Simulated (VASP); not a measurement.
All values below come from PBEsol GGA, VASP's PBE PAW potentials (set 64) (plane waves; VASP 6.6.1).

VASP ran on this input.

**INCAR**
```
ALGO  =  Fast
EDIFF  =  1E-5
EDIFFG  =  -0.03
ENCUT  =  450
GGA  =  PS
IBRION  =  2
ISIF  =  2
ISMEAR  =  0
LASPH  =  .TRUE.
LCHARG  =  .FALSE.
LMAXMIX  =  4
LREAL  =  .FALSE.
LWAVE  =  .FALSE.
NELM  =  100
NELMIN  =  4
NSW  =  20
PREC  =  Normal
SIGMA  =  0.05
SYSTEM  =  TiO2
```

KPOINTS:
```
Automatic
0
gamma
  7 7 10
```

**POSCAR**
```
TiO2
1.0
  4.5942928156   0.0000000000   0.0000000000
  0.0000000000   4.5942928156   0.0000000000
  0.0000000000   0.0000000000   2.9430524456
Ti O
2 4
direct
  0.0000000000   0.0000000000   0.0000000000
  0.5000000000   0.5000000000   0.5000000000
  0.3050000000   0.3050000000   0.0000000000
  0.8050000000   0.1950000000   0.5000000000
  0.1950000000   0.8050000000   0.5000000000
  0.6950000000   0.6950000000   0.0000000000
```

POTCAR, in this order: Ti_sv O (PBE.64 set). Program: vasp_std.

Output of the run:

### OSZICAR
```
       N       E                     dE             d eps       ncg     rms          rms(c)
DAV:   1     0.632644086403E+03    0.63264E+03   -0.23014E+04  3360   0.184E+03
DAV:   2     0.264138939604E+02   -0.60623E+03   -0.58733E+03  3844   0.554E+02
DAV:   3    -0.678929318108E+02   -0.94307E+02   -0.91291E+02  5204   0.200E+02
DAV:   4    -0.723872760095E+02   -0.44943E+01   -0.44891E+01  4444   0.440E+01
DAV:   5    -0.725770244572E+02   -0.18975E+00   -0.18971E+00  4688   0.768E+00    0.326E+01
RMM:   6    -0.558302105773E+02    0.16747E+02   -0.99056E+01  4695   0.636E+01    0.877E+00
RMM:   7    -0.558281354942E+02    0.20751E-02   -0.89599E+00  4433   0.199E+01    0.737E+00
RMM:   8    -0.560514174084E+02   -0.22328E+00   -0.40644E+00  4288   0.130E+01    0.492E+00
RMM:   9    -0.560375544489E+02    0.13863E-01   -0.16548E+00  4701   0.691E+00    0.124E+00
RMM:  10    -0.561070854380E+02   -0.69531E-01   -0.61602E-01  5218   0.339E+00    0.239E+00
RMM:  11    -0.561049371249E+02    0.21483E-02   -0.22693E-01  4481   0.335E+00    0.133E+00
RMM:  12    -0.561125031728E+02   -0.75660E-02   -0.11332E-01  5187   0.164E+00    0.128E+00
RMM:  13    -0.561154433431E+02   -0.29402E-02   -0.31120E-02  5500   0.748E-01    0.141E+00
RMM:  14    -0.561165346224E+02   -0.10913E-02   -0.93223E-03  5331   0.391E-01    0.148E+00
RMM:  15    -0.561173821955E+02   -0.84757E-03   -0.36124E-03  5223   0.234E-01    0.156E+00
RMM:  16    -0.561216829979E+02   -0.43008E-02   -0.37738E-03  4852   0.370E-01    0.187E+00
RMM:  17    -0.561331868288E+02   -0.11504E-01   -0.12785E-02  5482   0.716E-01    0.248E+00
RMM:  18    -0.561346319208E+02   -0.14451E-02   -0.30883E-03  5322   0.245E-01    0.264E+00
RMM:  19    -0.561242296049E+02    0.10402E-01   -0.68761E-03  5564   0.633E-01    0.203E+00
RMM:  20    -0.561100269652E+02    0.14203E-01   -0.57401E-02  5897   0.169E+00    0.624E-01
RMM:  21    -0.561101377975E+02   -0.11083E-03   -0.99041E-03  5447   0.549E-01    0.118E-01
RMM:  22    -0.561103287473E+02   -0.19095E-03   -0.20630E-03  4867   0.206E-01    0.434E-02
RMM:  23    -0.561103622296E+02   -0.33482E-04   -0.38589E-04  4275   0.916E-02    0.423E-02
RMM:  24    -0.561103713482E+02   -0.91186E-05   -0.86302E-05  3464   0.477E-02
   1 F= -.56110371E+02 E0= -.56110371E+02  d E =-.561104E+02
       N       E                     dE             d eps       ncg     rms          rms(c)
DAV:   1    -0.561104981930E+02   -0.13596E-03   -0.37659E-01  3896   0.381E+00    0.108E-01
RMM:   2    -0.561109924289E+02   -0.49424E-03   -0.61038E-03  3985   0.585E-01    0.942E-02
RMM:   3    -0.561110281286E+02   -0.35700E-04   -0.11399E-03  4493   0.228E-01    0.409E-02
RMM:   4    -0.561110322554E+02   -0.41268E-05   -0.30509E-04  4350   0.106E-01    0.105E-02
RMM:   5    -0.561110407319E+02   -0.84765E-05   -0.97449E-05  3655   0.516E-02
   2 F= -.56111041E+02 E0= -.56111041E+02  d E =-.669384E-03
```

OUTCAR:
```
------------------------ aborting loop because EDIFF is reached ----------------------------------------
  FORCE on cell =-STRESS in cart. coord.  units (eV):
  Direction    XX          YY          ZZ          XY          YZ          ZX
  --------------------------------------------------------------------------------------
  Total       -0.6269303     -0.6269303     -0.6738901      0.0000000      0.0000000      0.0000000
  in kB      -16.1694219    -16.1694219    -17.3805820      0.0000000      0.0000000      0.0000000
  external PRESSURE =     -16.5731419 kB  Pullay stress =       0.0000000 kB
  volume of cell :       62.12
      direct lattice vectors                 reciprocal lattice vectors
     4.594292816  0.000000000  0.000000000     0.217661355  0.000000000  0.000000000
     0.000000000  4.594292816  0.000000000     0.000000000  0.217661355  0.000000000
     0.000000000  0.000000000  2.943052446     0.000000000  0.000000000  0.339783276
 POSITION                                       TOTAL-FORCE (eV/Angst)
 -----------------------------------------------------------------------------------
      0.00000      0.00000      0.00000         0.000000     -0.000000      0.000000
      2.29715      2.29715      1.47153         0.000000     -0.000000      0.000000
      1.39838      1.39838      0.00000         0.002210      0.002210     -0.000000
      3.69553      0.89877      1.47153         0.002210     -0.002210      0.000000
      0.89877      3.69553      1.47153        -0.002210      0.002210     -0.000000
      3.19591      3.19591      2.94305        -0.002210     -0.002210      0.000000
 -----------------------------------------------------------------------------------
    total drift:                                0.000000     -0.000000      0.000000
  FREE ENERGIE OF THE ION-ELECTRON SYSTEM (eV)
  ---------------------------------------------------
  free  energy   TOTEN  =       -56.1110407319 eV

  energy  without entropy=      -56.1110407319  energy(sigma->0) =      -56.11104073

 reached required accuracy - stopping structural energy minimisation
```
(Selected blocks of OUTCAR.)

File CONTCAR:
```
TiO2
   1.00000000000000
     4.5942928156000002    0.0000000000000000    0.0000000000000000
     0.0000000000000000    4.5942928156000002    0.0000000000000000
     0.0000000000000000    0.0000000000000000    2.9430524455999998
  Ti              O
     2     4
Direct
     0.0000000000000000    0.0000000000000000    0.0000000000000000
     0.5000000000000000    0.5000000000000000    0.5000000000000000
     0.3043732626179957    0.3043732626179957    0.0000000000000000
     0.8043732626179958    0.1956267373820042    0.5000000000000000
     0.1956267373820042    0.8043732626179958    0.5000000000000000
     0.6956267373820042    0.6956267373820042    1.0000000000000000
```

At this cut-off the stress carries a Pulay error, which pulls relaxed volumes low.

The compound is TiO2 in the rutile structure. This run relaxes the ions in a fixed cell. Symmetry was kept, so distortions that lower it aren't found.
